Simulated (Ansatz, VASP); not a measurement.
## Tl2S: VASP beside Ansatz

One calculation is typed for both programs; each brings its own data sets. How far apart do they land? The cell is generated by rule, not measured, and may not be a known phase. The cell is taken from a series of runs on this material, whose earlier steps may have relaxed, scaled, displaced or heated it; both programs get it as it stands.

Calculated with Ansatz 0.2.0; plane waves, with VASP 6.6.1 beside it; zone-centre phonons at PBEsol.

The structure was built from a prototype and need not be the compound's stable phase.

## 1. The structure

It takes space group R3m (No. 160, trigonal). The conventional cell has a = 7.300 Å, b = 7.300 Å, c = 12.000 Å, α = 90.00°, β = 90.00°, γ = 120.00°. Nearest to S lie 4 Tl at 2.60 to 3.19 Å. Nearest to S lie 6 Tl at 2.72 to 3.22 Å. Nearest to Tl lie 3 S at 2.72 to 3.22 Å and 2 Tl at 3.24 Å. Nearest to Tl lie 1 S at 2.60 Å. Farther neighbours and most contacts between anions are not listed.

## 2. Ansatz: zone-centre phonons, PBEsol

Ansatz runs on its default PAW (the set named soft_2) files.

Second derivatives magnify differences that forces hide, and they need a tight electronic threshold.

File input.yaml:

```yaml
crystal:
  lattice:
    - [3.650122569, 2.1073992478, 3.9998538757]
    - [-3.650122569, 2.1073992478, 3.9998538757]
    - [0.0, -4.2147984955, 3.9998538757]
  atoms:
    - { symbol: S, position: [0.9315274856, 0.9315274856, 0.9315274856] }
    - { symbol: S, position: [0.3655740987, 0.3655740987, 0.3655740987] }
    - { symbol: Tl, position: [0.295189315, 0.8510481257, 0.295189315] }
    - { symbol: Tl, position: [0.7145302596, 0.7145302596, 0.7145302596] }
    - { symbol: Tl, position: [0.8510481257, 0.295189315, 0.295189315] }
    - { symbol: Tl, position: [0.295189315, 0.295189315, 0.8510481257] }
kpoints:
  mp_grid: { grid: [6, 6, 6] }
hamiltonian:
  xc: pbesol
scf:
  occupations: { method: methfessel_paxton, width: 0.2 }
output:
  eigenvalues: true
phonons:
  method: dfpt
```

Started as:

```sh
ansatz run input.yaml --threads 8 --pin off --max-ram 14336MiB --backend cpu --events-out ev --progress --plain --runs-dir out
```

Numbers of over 12 decimals in the logs are rounded to 6 here.

Output:

```text
Engine: ansatz 0.2.0, aarch64-unknown-linux-gnu
Pseudopotentials: kind: paw
Pseudopotential: S, paw, valence charge 6, recommended cutoff 420 eV (normal), S.paw.azcp
Pseudopotential: Tl, paw, valence charge 13, recommended cutoff 420 eV (normal), Tl.paw.azcp
Functional definition: PBEsol
  exchange = pbesol_x
  correlation = pbesol_c
Crystal: 6 atoms, lattice volume = 184.608 Å³
Basis set: ecut = 420 eV, 3625 PW (Γ), exchange–correlation on 80×80×80 points (8 copies of the dense FFT grid, shifted against one another)
Bands: 39, of which v1, the nominal top of the filled ones, is band 32 counted from 1 (31 counted from 0)
Symmetry: 6 space group operations
k-points: 112 of 216 (irreducible under 1 space group operation, time reversal used)
Non-local potential: S, projectors of the file, l = 0: 2, l = 1: 2, l = 2: 2
Non-local potential: Tl, projectors of the file, l = 0: 2, l = 1: 2, l = 2: 2, l = 3: 1
PAW form: soft (Blöchl's): semilocal exchange-correlation on the pseudo side does not see the compensation charge
PAW frozen core: S, regenerated for the run's functional, and the local potential with it (the file was generated under x = pbe(κ = 0.804, μ = 0.219515), c = pbe(β = 0.066725))
PAW frozen core: Tl, regenerated for the run's functional, and the local potential with it (the file was generated under x = pbe(κ = 0.804, μ = 0.219515), c = pbe(β = 0.066725))
PAW one-centre angular grid: S, 110 points (default); XC on 64 Gauss nodes
PAW one-centre angular grid: Tl, 590 points (default); XC on 64 Gauss nodes
Initial density: superposition of atomic densities (neutral atoms: chi_scale 0, normalization atom), corrected by the library's trained network
Initial wavefunctions: pseudopotential atomic-orbital guess
Functional: x = pbesol(κ = 0.804, μ = 0.123457), c = pbesol(β = 0.046)
SCF iter   1: F=—  HF=-46952.813406 eV  |F-HF|=—  |Δ(HF+E_count)|=         —  Δρ=6.51e-3  dr2=2.42e-1  ethr=1.77e-3  ⟨swp⟩=6.1  Hψ=16119  notcnv=0
preconditioner: auto → Resta (q_TF=auto, 2.287 Å⁻¹)  ε∞=4.7  [insulator: Δε(μ)=0.242 eV  Ē_g=11.295 eV  σ=0.200 eV  W_gap=0.82  n_scr=32 (ndim 8)  ℏωp=21.9 eV  f_vac=0.000  D(μ)=0.08/eV (n_scr^D=0)  ε∞_Penn≈4.7]
SCF iter   2: F=—  HF=-46952.780600 eV  |F-HF|=—  |Δ(HF+E_count)|=   3.28e-2  S|Δr|=    0.00e0  Δρ=3.10e-3  dr2=6.18e-2  ethr=3.79e-4  ⟨swp⟩=1.0  Hψ=5264  notcnv=0  defer=2
SCF iter   3: F=—  HF=-46952.768270 eV  |F-HF|=—  |Δ(HF+E_count)|=   1.23e-2  S|Δr|=    0.00e0  Δρ=4.65e-4  dr2=1.33e-3  ethr=9.66e-5  ⟨swp⟩=2.0  Hψ=4689  notcnv=0  defer=2
SCF iter   4: F=—  HF=-46952.768075 eV  |F-HF|=—  |Δ(HF+E_count)|=   1.95e-4  S|Δr|=    0.00e0  Δρ=1.19e-4  dr2=4.76e-5  ethr=2.07e-6  ⟨swp⟩=2.0  Hψ=5359  notcnv=0  defer=2
SCF iter   5: F=—  HF=-46952.768082 eV  |F-HF|=—  |Δ(HF+E_count)|=   6.28e-6  S|Δr|=    0.00e0  Δρ=3.09e-5  dr2=2.67e-6  ethr=7.45e-8  ⟨swp⟩=3.0  Hψ=7921  notcnv=0  defer=2
SCF iter   6: F=—  HF=-46952.768077 eV  |F-HF|=—  |Δ(HF+E_count)|=   5.14e-6  S|Δr|=    0.00e0  Δρ=7.99e-6  dr2=1.48e-7  ethr=4.16e-9  ⟨swp⟩=2.1  Hψ=7781  notcnv=0  defer=2
SCF iter   7: F=—  HF=-46952.768077 eV  |F-HF|=—  |Δ(HF+E_count)|=   4.33e-8  S|Δr|=    0.00e0  Δρ=2.24e-6  dr2=1.39e-8  ethr=2.31e-10  ⟨swp⟩=2.0  Hψ=7693  notcnv=0  defer=2
SCF iter   8: F=—  HF=-46952.768077 eV  |F-HF|=—  |Δ(HF+E_count)|=   4.14e-9  S|Δr|=    0.00e0  Δρ=5.28e-7  dr2=7.72e-10  ethr=2.17e-11  ⟨swp⟩=2.0  Hψ=7584  notcnv=0  defer=2
SCF iter   9: F=—  HF=-46952.768077 eV  |F-HF|=—  |Δ(HF+E_count)|=  5.38e-10  S|Δr|=    0.00e0  Δρ=1.44e-7  dr2=4.96e-11  ethr=1.21e-12  ⟨swp⟩=2.0  Hψ=7686  notcnv=0  defer=2
SCF iter  10: F=-46952.768077 eV  HF=-46952.768077 eV  |F-HF|=7.28e-12  |Δ(HF+E_count)|=  7.28e-12  S|Δr|=    0.00e0  Δρ=4.17e-8  dr2=3.88e-12  ethr=1.00e-12  ⟨swp⟩=10.0  Hψ=22117  notcnv=0
SCF 1 converged in 10 iterations: F = -46952.768077 eV  dr2 = 3.88e-12
  greatest PAW one-centre occupation: 0.965 electrons in one spin orbital (limit 2), on the Tl atom at site 5 (counted from 0), in its partial waves of l = 2
DFPT response loops at Γ: preconditioner auto → Kerker (q_TF=auto, 2.287 Å⁻¹) (partly filled bands, converged f_vac=0.000); β = 1.00, the filter's whole step (`scf.mixing.beta` (0.50) is not read by the response loops under this deck's `scf.mixing.preconditioner`; to damp them name `kerker` or `kerker_dos`, under which they read `scf.mixing.beta`, and type it under 1.00, their step now; both keys bind the ground state too); Broyden in place of MSR1
SCF converged after 10 iterations
Stability not checked: this state was not tested for a lower state beside it, because cold or Methfessel-Paxton smearing, or corrected tetrahedra, fill the levels in a way that the test cannot read (fill_not_monotonic; see scf.lower_state_search)
Free energy (F): -46952.768077 eV
Harris-Foulkes:  -46952.768077 eV  (|F-HF|=7.28e-12)
Internal energy: -46952.774704 eV  (E = F + TS)
E sigma→0 (E₀):  -46952.769733 eV
Entropy (-TS):   0.006627 eV (1.105 meV/atom)
Fermi energy:    6.924389 eV
Step filling:    the computed levels leave a gap of 0.2133 eV = 1.1 smearing widths at the electron count; against every level under it full and every level over it empty, smearing changes F+E_penalty+E_count by +1.949 meV and its σ→0 estimate by +0.292 meV
--- Per-component energies (eV) ---
  E_band       = -125.869650
  E_kinetic    = 1541.273904
  E_local      = -4461.899443  (includes V_loc(G=0)·N_el)
  E_nonlocal   = 1336.218528
  E_hartree    = 1648.998065
  E_xc         = -1105.946544
  E_vxc        = -740.893323  (∫ρ·V_xc dr)
  E_paw        = -41234.531339  (= ΣΔE_a)
  E_vpaw       = -1098.565620  (= ΣTr[D̂ρ^β])
  E_aug_tail   = 0.000138  (compensation charges beyond the density's cutoff)
  E_ewald      = -4677.164971
  E_core_change = 0.276959  (= ΣΔE_core)
  E_smearing   = 0.006627  (= −TS)
  E_closure    = 0.000000  (closes the sum)
  Σ components = -46952.768077   (vs F -46952.768077, Δ=0.00e0)
--- Band table (eV; the first three rows and the last of 112) ---
  k-point 0: bands = [... 28 lower, 3.9338, 5.2731, 5.2731, 5.6696, 7.7935, 7.7935, 7.9312, 9.4265, ... 3 higher]
  k-point 1: bands = [... 28 lower, 4.6418, 5.2066, 5.2383, 5.4704, 7.5433, 7.8630, 8.4307, 9.1454, ... 3 higher]
  k-point 2: bands = [... 28 lower, 4.9003, 5.1012, 5.3992, 5.9117, 7.1873, 8.1471, 8.6584, 9.6277, ... 3 higher]
  k-point 111: bands = [... 28 lower, 5.1952, 6.0287, 6.6448, 6.6448, 7.8956, 7.8956, 8.2134, 9.2201, ... 3 higher]
--- Phonons (Γ-DFPT): 8 representative perturbations + reference, on 112 of 216 k-points (Σ response iterations 24) ---
  k mesh reduced under 1 symmetry operation, with k and −k counted as one. Each operation leaves every solved perturbation unchanged. A smaller set is not used because it would not reduce the number of displacements times k-points to solve
  ASR residual: 7.322e-5 → 0.000e0 eV/Å²; symmetrization residual: 1.716e-5 eV/Å²
  ASR residual per site (eV/Å²): 4.12e-5 1.66e-5 3.61e-5 7.32e-5 3.61e-5 4.18e-5
  Γ frequencies (cm⁻¹): -38.77 -38.77 -29.48 0.00 0.00 0.00 13.69 13.69 17.10 17.10 41.35 53.55 53.55 75.61 129.99 129.99 186.73 194.50
  non-analytic LO–TO correction: not included (Born effective charges unavailable; polar crystals: no LO–TO splitting at Γ)
```

In the SCF lines HF is the Harris–Foulkes energy and dr2 the Hartree energy of the density residual, in eV; the loop may stop once dr2 is under the threshold and the program's other checks hold. Hψ counts applications of the Hamiltonian.

(Part 1 of 3 ends here.)

[Lines on the potential files, build, host, timing and source positions are cut from VASP's logs without a mark.]

[Logs are printed without paths, hosts, clocks, repeated set-up lines and the standing remarks that a program may print on its own settings, such as how far it seeks lower states.]

[Hosts, paths, dates, database ids (printed as entryN), source tags and the programs' standing remarks are cut or masked in the printed files.]
